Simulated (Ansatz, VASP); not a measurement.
# AlNi in two plane-wave programs, part 2 of 2

Aim: how closely do two programs agree when they are given the same cell, functional and k mesh? Of the first pair: The structure shown is the end of the Ansatz relaxation below.

VASP 6.6.1 and Ansatz 0.2.0.

So far: Set-up; Ansatz: relaxation, LDA; VASP: single point, LDA; Differences.

**5. Ansatz: zone-centre phonons, LDA**

Level of this step: Ansatz beside VASP: Kohn-Sham DFT, plane waves, LDA (Ansatz).

Second derivatives magnify differences that forces hide, and they need a tight electronic threshold. The cell compared in this pair holds 22.71 Å³, against 23.51 Å³ for the pair before.

The cell is taken from a series of runs on this material, whose earlier steps may have relaxed, scaled, displaced or heated it; both programs get it as it stands.

Contents of input.yaml:

```yaml
crystal:
  lattice:
    - [2.8319166209, 0.0, 0.0]
    - [0.0, 2.8319166209, 0.0]
    - [0.0, 0.0, 2.8319166209]
  atoms:
    - { symbol: Al, position: [0.0, 0.0, 0.0] }
    - { symbol: Ni, position: [0.5, 0.5, 0.5] }
kpoints:
  mp_grid: { grid: [16, 16, 16] }
hamiltonian:
  xc: lda
  pseudopotentials: { kind: paw, azcp: { folder: soft_1 }, xc_functional: pbe }
scf:
  occupations: { method: methfessel_paxton, width: 0.2 }
output:
  eigenvalues: true
phonons:
  method: dfpt
```

On the command line:

```sh
$ ansatz run input.yaml --threads 4 --pin off --max-ram 10240MiB --backend cpu --events-out ev --progress --plain --runs-dir out
```

Numbers of over 12 decimals in the logs are rounded to 6 here.

What it wrote:

```text
[...]
Crystal: 2 atoms, lattice volume = 22.711 Å³
Basis set: ecut = 420 eV, 461 PW (Γ), exchange–correlation on 40×40×40 points (8 copies of the dense FFT grid, shifted against one another)
Bands: 15, of which v1, the nominal top of the filled ones, is band 11 counted from 1 (10 counted from 0)
Symmetry: 48 space group operations
k-points: 405 of 4096 (irreducible under 8 space group operations, time reversal used)
[...]
k mesh reduced under 8 symmetry operations, with k and −k counted as one. Each operation leaves every solved perturbation unchanged. A smaller set is not used because it would not reduce the number of displacements times k-points to solve
  ASR residual: 1.141e-4 → 0.000e0 eV/Å²; symmetrization residual: 1.215e-6 eV/Å²
  ASR residual per site (eV/Å²): 4.70e-6 1.14e-4
  Γ frequencies (cm⁻¹): 0.00 0.00 0.00 307.26 307.26 307.26
  non-analytic LO–TO correction: not included (Born effective charges unavailable; polar crystals: no LO–TO splitting at Γ)
[key lines of the parts left out:]
SCF converged after 9 iterations
Free energy (F): -6287.674529 eV
Fermi energy:    14.428827 eV
```

**6. VASP: zone-centre phonons, LDA**

The same cell, functional (in two slightly different forms), mesh and smearing now go to VASP, with its own data sets.

Contents of INCAR:

```
SYSTEM = AlNi
PREC = Accurate
ENCUT = 600
EDIFF = 1E-08
NELM = 120
ISMEAR = 1
SIGMA = 0.2
LREAL = .FALSE.
ALGO = Normal
GGA = PW92
NBANDS = 12
LASPH = .TRUE.
LORBIT = 11
LWAVE = .FALSE.
LCHARG = .FALSE.
ISIF = 2
IBRION = 8
GGA_COMPAT = .FALSE.
KPAR = 2
```

Contents of POSCAR:

```
AlNi
1.0
    2.8319166209      0.0000000000      0.0000000000
    0.0000000000      2.8319166209      0.0000000000
    0.0000000000      0.0000000000      2.8319166209
Al Ni
1 1
Direct
    0.0000000000      0.0000000000      0.0000000000
    0.5000000000      0.5000000000      0.5000000000
```

Contents of KPOINTS:

```
Automatic mesh
0
Gamma
16 16 16
0 0 0
```

Potentials, in the order of the species: Al and Ni (LDA family, release 64).

On the command line:

```sh
$ mpirun -np 2 vasp_std
```

What it wrote:

```text
[banner, memory and clock lines left out]
running    2 mpi-ranks, on    1 nodes
[...]
[... a notice as in an earlier step ...]

 LDA part: xc-table for (Slater(with rela. corr.)+PW92), standard interpolation
 POSCAR, INCAR and KPOINTS ok, starting setup
[...]
entering main loop
       N       E                     dE             d eps       ncg     rms          rms(c)
DAV:   1     0.433861686457E+02    0.43386E+02   -0.61555E+03  3984   0.130E+03
DAV:   2    -0.117644656741E+02   -0.55151E+02   -0.51118E+02  4052   0.208E+02
DAV:   3    -0.135909447875E+02   -0.18265E+01   -0.18029E+01  4752   0.441E+01
DAV:   4    -0.136157165712E+02   -0.24772E-01   -0.24764E-01  4416   0.462E+00
[...]
DAV:  12    -0.121884103229E+02    0.54642E-06   -0.32200E-06  4980   0.307E-02    0.409E-03
DAV:  13    -0.121884101603E+02    0.16256E-06   -0.55359E-07  6000   0.729E-03    0.172E-03
DAV:  14    -0.121884101604E+02   -0.97998E-10   -0.24614E-08  3004   0.172E-03
   1 F= -.12188410E+02 E0= -.12188741E+02  d E =0.993422E-03
[...]
RMM:   9    -0.556353762771E-02   -0.27367E-07   -0.23619E-10 16905   0.118E-04    0.160E-05
RMM:  10    -0.556352140430E-02    0.16223E-07    0.39866E-10 17286   0.353E-05    0.646E-06
RMM:  11    -0.556351963917E-02    0.17651E-08   -0.20688E-11 16834   0.124E-05    0.124E-06
 first order change of Fermi-energy  -0.99307E-04
 force on displaced ion       1 direction 1 :  -6.503  -0.000   0.000
 Linear response progress:
  Degree of freedom:   2/  2
       N       E                     dE             d eps       ncg     rms          rms(c)
RMM:   1    -0.187885397161E+00   -0.18789E+00   -0.99878E-02 14326   0.270E+00
RMM:   2    -0.186463050171E+00    0.14223E-02   -0.18019E-03 14386   0.525E-01    0.130E-01
RMM:   3    -0.186465888357E+00   -0.28382E-05   -0.14246E-04 15452   0.102E-01    0.767E-02
RMM:   4    -0.186864971453E+00   -0.39908E-03   -0.17963E-04 16542   0.104E-01    0.570E-03
[...]
RMM:  10    -0.186830829690E+00    0.27145E-06   -0.14738E-09 17333   0.101E-04    0.180E-05
RMM:  11    -0.186830868907E+00   -0.39216E-07   -0.17189E-09 17061   0.578E-05    0.219E-06
RMM:  12    -0.186830877963E+00   -0.90569E-08   -0.15435E-09 18133   0.303E-05    0.116E-06
 first order change of Fermi-energy   0.24957E-02
 force on displaced ion       2 direction 1 :  -6.499   0.000  -0.000
 Linear response finished
```

From OUTCAR (step 6):

```text
  Total        0.0284339      0.0284339      0.0284339      0.0000000     -0.0000000      0.0000000
  in kB        2.0058816      2.0058816      2.0058816      0.0000000     -0.0000000      0.0000000
  external PRESSURE =       2.0058816 kB  Pullay stress =       0.0000000 kB

 POSITION                                       TOTAL-FORCE (eV/Angst)
 -----------------------------------------------------------------------------------
      0.00000      0.00000      0.00000         0.000000      0.000000      0.000000
      1.41596      1.41596      1.41596         0.000000      0.000000      0.000000
 -----------------------------------------------------------------------------------
    total drift:                                0.000000      0.000000     -0.000000

[... 2 further parts left out ...]
```

**7. Differences**

What differs besides the data sets and the points named for the pairs above, as far as they apply: the data sets hold 21 valence electrons in Ansatz (on its PAW soft_1 files) and 13 in VASP. Total energies have different zeros and are not compared.

The two programs side by side:

```csv
quantity,Ansatz,VASP,difference
optical mode 1 to 3 (cm⁻¹),307.3,309.3,-0.65 %
```

Modes are paired by rising frequency, not by their patterns, so a pair may set unlike modes beside each other; they are those without the splitting of longitudinal modes.

**8. Outcome**

```
difference in pressure (single point, LDA)                                                                        : -0.31 GPa
r.m.s. difference of the optical zone-centre modes, each program's sorted by frequency (zone-centre phonons, LDA) : 2.0 cm⁻¹
difference in optical mode 1 to 3 (zone-centre phonons, LDA)                                                      : -0.7 %
```

The difference in pressure is -0.31 GPa (single point, LDA), within the 1 GPa picked in this series as the mark of a large difference. The data sets hold unlike numbers of valence electrons (21 in Ansatz and 13 in VASP), so part of the differences comes from the potentials. Among the rows given in per cent, the largest difference of the zone-centre phonons, LDA pair is in optical mode 1 to 3, -0.7 %. How closely two codes agree says nothing of how well the functional describes the real material.

[Lines on the potential files, build, host, timing and source positions are cut from VASP's logs without a mark.]

[Logs are printed without paths, hosts, clocks, repeated set-up lines and the standing remarks that a program may print on its own settings, such as how far it seeks lower states.]

[Hosts, paths, dates, database ids (printed as entryN), source tags and the programs' standing remarks are cut or masked in the printed files.]
